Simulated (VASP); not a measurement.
Consider the following.

```xyz
1
Lattice="-1.3765 1.3765 1.3765 1.3765 -1.3765 1.3765 1.3765 1.3765 -1.3765" Properties=species:S:1:pos:R:3 pbc="T T T"
Fe     0.0000     0.0000     0.0000
```
Starting moments (μB, in the order of the record's atoms Fe): 2.2.

All values below come from PBE GGA, VASP's PBE PAW potentials (set 64) (plane waves; VASP). Settings: 500 eV cut-off, 18×18×18 Γ-centred mesh, first-order Methfessel-Paxton smearing of 0.10 eV, potentials Fe.

Problem. Predict the cell moment, energy per atom (σ→0), pressure, band gap (on the k-mesh) with the smallest direct gap where there is one.

Solution. 
```json
{
  "band gap (on the k-mesh)": "none (metal, semimetal or under 0.01 eV)",
  "cell_moment": "2.06 μB",
  "energy per atom (σ→0)": "-8.192 eV/atom",
  "pressure": "19.79 GPa"
}
```

Problem. Give the moment on each site (PAW-sphere projection).

Solution. 
```csv
site,moment (μB)
Fe1,2.04
```

Total energies compare only between runs with the same potentials, cut-off and functional.

The compound is Fe in the bcc structure. It was relaxed first under an external pressure of 20 GPa.
